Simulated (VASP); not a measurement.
# BaSO4 (F-43m) in VASP: single point with LDA

Aim: the single point of BaSO4 with LDA.

Everything below comes from runs of VASP 6.6.1. Logs are shortened: lines on timing, memory, paths and dates and some standing lists are left out, and cuts for length are marked.

## (1) The structure

The structure is cubic, space group F-43m (No. 216). Conventional cell: a = 7.398 Å, b = 7.398 Å, c = 7.398 Å, α = 90.00°, β = 90.00°, γ = 90.00°. Ba (site symmetry -43m) is surrounded by 12 O at 3.09 Å. Around S (site symmetry -43m) lie 4 O at 1.49 Å. Around O (site symmetry 3m) lie 1 S at 1.49 Å.

The cell comes from a database or a generator and needn't be the stable form of this composition.

## (2) Single point, LDA

INCAR

```
SYSTEM = BaSO4
PREC = Accurate ; ENCUT = 520
EDIFF = 1E-6 ; ISMEAR = 0
SIGMA = 0.01 ; LREAL = .FALSE.
LASPH = .TRUE. ; NELM = 100
ALGO = Normal ; ISIF = 2
LWAVE = .FALSE. ; LCHARG = .TRUE.
LELF = .TRUE. ; LVHAR = .TRUE.
NBANDS = 29
```

KPOINTS

```
Automatic mesh
0
G
  4 4 4
  0 0 0
```

POSCAR

```
BaSO4
1.0
    0.0000000000      3.6987800000      3.6987800000
    3.6987800000      0.0000000000      3.6987800000
    3.6987800000      3.6987800000      0.0000000000
Ba S O
1 1 4
Direct
    0.5000000000      0.5000000000      0.5000000000
    0.0000000000      0.0000000000      0.0000000000
    0.1163880000      0.1163880000      0.1163880000
    0.6508360000      0.1163880000      0.1163880000
    0.1163880000      0.6508360000      0.1163880000
    0.1163880000      0.1163880000      0.6508360000
```

Potentials or basis: VASP PAW LDA potentials, release 64 (Ba_sv, S, O).

The run is started by

```console
> cat potpaw_LDA.64/Ba_sv/POTCAR potpaw_LDA.64/S/POTCAR potpaw_LDA.64/O/POTCAR > POTCAR
> mpirun -np 1 vasp_std > vasp.out
```

OUTCAR:

```text
SYSTEM = BaSO4
   PREC = Accurate
   ENCUT = 520
   EDIFF = 1E-6
   ISMEAR = 0
   LREAL = .FALSE.
   LASPH = .TRUE.
   NELM = 100
   ISIF = 2

 ion  position               nearest neighbor table
   1  0.500  0.500  0.500-   3 3.09   5 3.09   3 3.09   4 3.09   3 3.09   4 3.09   5 3.09   6 3.09
                             5 3.09   6 3.09   6 3.09   4 3.09   2 3.70   2 3.70   2 3.70   2 3.70
   2  0.000  0.000  0.000-   3 1.49   4 1.49   5 1.49   6 1.49   1 3.70   1 3.70   1 3.70   1 3.70
                             1 3.70   1 3.70
   3  0.116  0.116  0.116-   2 1.49   1 3.09   1 3.09   1 3.09
   4  0.651  0.116  0.116-   2 1.49   1 3.09   1 3.09   1 3.09
   5  0.116  0.651  0.116-   2 1.49   1 3.09   1 3.09   1 3.09
   6  0.116  0.116  0.651-   2 1.49   1 3.09   1 3.09   1 3.09

  LATTYP: Found a face centered cubic cell.
 ALAT       =     7.3975600000

  Lattice vectors:

 A1 = (   0.0000000000,   3.6987800000,   3.6987800000)
 A2 = (   3.6987800000,   0.0000000000,   3.6987800000)
 A3 = (   3.6987800000,   3.6987800000,   0.0000000000)

Analysis of symmetry for initial positions (statically):
=====================================================================
 Subroutine PRICEL returns:
 Original cell was already a primitive cell.

 Routine SETGRP: Setting up the symmetry group for a
 face centered cubic supercell.

 Subroutine GETGRP returns: Found 24 space group operations
 (whereof 24 operations were pure point group operations)
 out of a pool of 48 trial point group operations.

The static configuration has the point symmetry T_d .

Analysis of symmetry for dynamics (positions and initial velocities):
=====================================================================
 Subroutine PRICEL returns:
 Original cell was already a primitive cell.

 Routine SETGRP: Setting up the symmetry group for a
 face centered cubic supercell.

 Subroutine GETGRP returns: Found 24 space group operations
 (whereof 24 operations were pure point group operations)
 out of a pool of 48 trial point group operations.

The dynamic configuration has the point symmetry T_d .

 Subroutine INISYM returns: Found 24 space group operations
 (whereof 24 operations are pure point group operations),
 and found     1 'primitive' translations

----------------------------------------------------------------------------------------

                                     Primitive cell

  volume of cell :     101.2058

  direct lattice vectors                    reciprocal lattice vectors
     0.000000000  3.698780000  3.698780000    -0.135179708  0.135179708  0.135179708
     3.698780000  0.000000000  3.698780000     0.135179708 -0.135179708  0.135179708
     3.698780000  3.698780000  0.000000000     0.135179708  0.135179708 -0.135179708

  length of vectors
     5.230864840  5.230864840  5.230864840     0.234138122  0.234138122  0.234138122

  position of ions in fractional coordinates (direct lattice)
     0.500000000  0.500000000  0.500000000
     0.000000000  0.000000000  0.000000000
     0.116388000  0.116388000  0.116388000
     0.650836000  0.116388000  0.116388000
     0.116388000  0.650836000  0.116388000
     0.116388000  0.116388000  0.650836000

  ion indices of the primitive-cell ions
   primitive index   ion index
                 1           1
                 2           2
                 3           3
                 4           4
                 5           5
                 6           6

----------------------------------------------------------------------------------------

 KPOINTS: Automatic mesh

Automatic generation of k-mesh.
 Grid dimensions read from file:
 generate k-points for:    4    4    4

 Generating k-lattice:

  Cartesian coordinates                     Fractional coordinates (reciprocal lattice)
    -0.033794927  0.033794927  0.033794927     0.250000000  0.000000000  0.000000000
     0.033794927 -0.033794927  0.033794927     0.000000000  0.250000000  0.000000000
     0.033794927  0.033794927 -0.033794927     0.000000000  0.000000000  0.250000000

  Length of vectors
     0.058534531  0.058534531  0.058534531

  Shift w.r.t. Gamma in fractional coordinates (k-lattice)
     0.000000000  0.000000000  0.000000000

 Subroutine IBZKPT returns following result:
 ===========================================

 Found      8 irreducible k-points:

 Following reciprocal coordinates:
            Coordinates               Weight
  0.000000  0.000000  0.000000      1.000000
  0.250000  0.000000  0.000000      8.000000
  0.500000  0.000000  0.000000      4.000000
  0.250000  0.250000  0.000000      6.000000
  0.500000  0.250000  0.000000     24.000000
 -0.250000  0.250000  0.000000     12.000000
  0.500000  0.500000  0.000000      3.000000
 -0.250000  0.500000  0.250000      6.000000
   k-points           NKPTS =      8   k-points in BZ     NKDIM =      8   number of bands    NBANDS=     29
   number of dos      NEDOS =    301   number of ions     NIONS =      6
   total plane-waves  NPLWV =  64000
   dimension x,y,z NGX =    40 NGY =   40 NGZ =   40
   dimension x,y,z NGXF=    80 NGYF=   80 NGZF=   80
   ions per type =               1   1   4
   NGX,Y,Z   is equivalent  to a cutoff of  12.71, 12.71, 12.71 a.u.
   NGXF,Y,Z  is equivalent  to a cutoff of  25.43, 25.43, 25.43 a.u.
 SYSTEM =  BaSO4
   PREC   = accura    normal or accurate (medium, high low for compatibility)
   ISTART =      0    job   : 0-new  1-cont  2-samecut
   ICHARG =      2    charge: 1-file 2-atom 10-const
   ISPIN  =      1    spin polarized calculation?
   LNONCOLLINEAR =      F non collinear calculations
   LSORBIT =      F    spin-orbit coupling
   LASPH  =      T    aspherical Exc in radial PAW
   ENCUT  =  520.0 eV  38.22 Ry    6.18 a.u.   9.73  9.73  9.73*2*pi/ulx,y,z
   NELM   =    100;   NELMIN=  2; NELMDL= -5     # of ELM steps
   EDIFF  = 0.1E-05   stopping-criterion for ELM
   LREAL  =      F    real-space projection
   EDIFFG = 0.1E-04   stopping-criterion for IOM
   NSW    =      0    number of steps for IOM
   IBRION =     -1    ionic relax: 0-MD 1-quasi-New 2-CG
   NFREE  =      0    steps in history (QN), initial steepest desc. (CG)
   ISIF   =      2    stress and relaxation
   ISYM   =      2    0-nonsym 1-usesym 2-fastsym
   POTIM  = 0.5000    time-step for ionic-motion
   TEBEG  =    0.0;   TEEND  =   0.0 temperature during run
   PSTRESS=    0.0 pullay stress
   NELECT =      40.0000    total number of electrons
   NUPDOWN=      -1.0000    fix difference up-down
   EMIN   =  10.00;   EMAX   =-10.00  energy-range for DOS
   EFERMI =   0.00;   METHOD = LEGACY
   ISMEAR =     0;   SIGMA  =   0.01  broadening in eV -4-tet -1-fermi 0-gaus
   EFERMI_NEDOS =   21; number of points for ismear=-14 and -15
   IALGO  =     38    algorithm
   IMIX   =      4    mixing-type and parameters
     AMIX     =   0.40;   BMIX     =  1.00
     AMIX_MAG =   1.60;   BMIX_MAG =  1.00
  volume/ion in A,a.u.               =      16.87       113.83
  Fermi-wavevector in a.u.,A,eV,Ry     =   1.201415  2.270345 19.638617  1.443398
  Thomas-Fermi vector in A             =   2.337224
   LORBIT       =      0    0 simple, 1 ext, 2 COOP (PROOUT), +10 PAW based schemes
   GGA     = CA    functional components
   LHFCALC =     F    Hartree Fock is set to
   AEXX    =    0.0000 exact exchange contribution
   IVDW    =     0    specifies the selected vdW correction
   LEPSILON=     F    determine dielectric tensor
   LRPA    =     F    only Hartree local field effects (RPA)
 non-spin polarized calculation
 Gauss-broadening in eV      SIGMA  =   0.01
  energy-cutoff  :      520.00
  volume of cell :      101.21
 maximum number of plane-waves:      2764
 NGX is ok and might be reduce to    40
   NGX = 19   NGY = 19   NGZ = 19

 number of electron      40.0000003 magnetization

 Free energy of the ion-electron system (eV)
  ---------------------------------------------------
  ext. energy  EPLUGINS =         0.00000000
  ---------------------------------------------------
  free energy    TOTEN  =       -42.72843225 eV

  energy without entropy =      -42.72843225  energy(sigma->0) =      -42.72843225

 E-fermi :   0.5868     XC(G=0):  -9.3959

 val. band max:        0.5314803681   @ k =   0.5000   0.0000   0.0000
 cond. band min:       4.6914352925   @ k =   0.0000   0.0000   0.0000
 fundamental gap:      4.1599549245
 Fermi energy:         0.5867630122

 k-point     1 :       0.0000    0.0000    0.0000
  band No.  band energies     occupation
      1     -25.1667      2.00000
      2     -22.1435      2.00000
      3     -17.7162      2.00000
      4     -17.7162      2.00000
      5     -17.7162      2.00000
      6     -10.2813      2.00000
[... 21 lines left out ...]
     28       9.3862      0.00000
     29       9.3862      0.00000

 k-point     2 :       0.2500    0.0000    0.0000
  band No.  band energies     occupation
      1     -25.1551      2.00000
      2     -22.1432      2.00000
      3     -17.7818      2.00000
      4     -17.7197      2.00000
      5     -17.7197      2.00000
      6     -10.3565      2.00000
[... 21 lines left out ...]
     28       9.5135      0.00000
     29       9.7625      0.00000

 k-point     3 :       0.5000    0.0000    0.0000
  band No.  band energies     occupation
      1     -25.1434      2.00000
      2     -22.1429      2.00000
      3     -17.8467      2.00000
      4     -17.7234      2.00000
      5     -17.7234      2.00000
      6     -10.4143      2.00000
[... 21 lines left out ...]
     28      10.1773      0.00000
     29      10.1775      0.00000

 k-point     4 :       0.2500    0.2500    0.0000
  band No.  band energies     occupation
      1     -25.1524      2.00000
      2     -22.1371      2.00000
      3     -17.8033      2.00000
      4     -17.7291      2.00000
      5     -17.7291      2.00000
      6     -10.3542      2.00000
[... 85 lines left out ...]
     28       9.8970      0.00000
     29      10.0279      0.00000

 k-point     7 :       0.5000    0.5000    0.0000
  band No.  band energies     occupation
      1     -25.1403      2.00000
      2     -22.1181      2.00000
      3     -17.9205      2.00000
      4     -17.7424      2.00000
      5     -17.7424      2.00000
      6     -10.2817      2.00000
[... 21 lines left out ...]
     28      10.1380      0.00000
     29      10.1395      0.00000

 k-point     8 :      -0.2500    0.5000    0.2500
  band No.  band energies     occupation
      1     -25.1392      2.00000
      2     -22.1240      2.00000
      3     -17.9186      2.00000
      4     -17.7440      2.00000
      5     -17.7263      2.00000
      6     -10.3504      2.00000
[... 21 lines left out ...]
     28       9.9820      0.00000
     29      10.0542      0.00000

------------------------ aborting loop because EDIFF is reached ----------------------------------------

  FORCE on cell =-STRESS in cart. coord.  units (eV):
  Direction    XX          YY          ZZ          XY          YZ          ZX
  --------------------------------------------------------------------------------------
  -------------------------------------------------------------------------------------
  Total       -4.0031503     -4.0031503     -4.0031503      0.0000000      0.0000000      0.0000000
  in kB      -63.3733960    -63.3733960    -63.3733960      0.0000000      0.0000000      0.0000000
  external PRESSURE =     -63.3733960 kB  Pullay stress =       0.0000000 kB

 VOLUME and BASIS-vectors are now :
 -----------------------------------------------------------------------------
  energy-cutoff  :      520.00
  volume of cell :      101.21
      direct lattice vectors                 reciprocal lattice vectors
     0.000000000  3.698780000  3.698780000    -0.135179708  0.135179708  0.135179708
     3.698780000  0.000000000  3.698780000     0.135179708 -0.135179708  0.135179708
     3.698780000  3.698780000  0.000000000     0.135179708  0.135179708 -0.135179708

 POSITION                                       TOTAL-FORCE (eV/Angst)
 -----------------------------------------------------------------------------------
      3.69878      3.69878      3.69878         0.000000     -0.000000     -0.000000
      0.00000      0.00000      0.00000        -0.000000     -0.000000     -0.000000
      0.86099      0.86099      0.86099        -0.332330     -0.332330     -0.332330
      0.86099      2.83779      2.83779        -0.332330      0.332330      0.332330
      2.83779      0.86099      2.83779         0.332330     -0.332330      0.332330
      2.83779      2.83779      0.86099         0.332330      0.332330     -0.332330
 -----------------------------------------------------------------------------------
    total drift:                               -0.000003     -0.000003     -0.000004

  FREE ENERGIE OF THE ION-ELECTRON SYSTEM (eV)
  ---------------------------------------------------
  free  energy   TOTEN  =       -42.7284322546 eV

  energy  without entropy=      -42.7284322546  energy(sigma->0) =      -42.72843225
```

Run time: 33 s. Hardware: 1 thread of Intel Xeon Platinum 8488C (Sapphire Rapids), shared host; peak memory 0.2 GiB.

Results:

```yaml
Free_energy: -42.7284 eV
Pressure: -6.3 GPa
Largest_force: 0.576 eV/Å
Band_gap_on_the_k_mesh: 4.16 eV, indirect (least direct gap 4.17 eV)
```

Forces in eV/Å, atoms in the order of the input:
```
Ba   0.000  0.000  0.000
S    0.000  0.000  0.000
O   -0.332 -0.332 -0.332
O   -0.332  0.332  0.332
O    0.332 -0.332  0.332
O    0.332  0.332 -0.332
```

Caveat: spin-orbit coupling is left out, which moves the levels of the heavy elements.
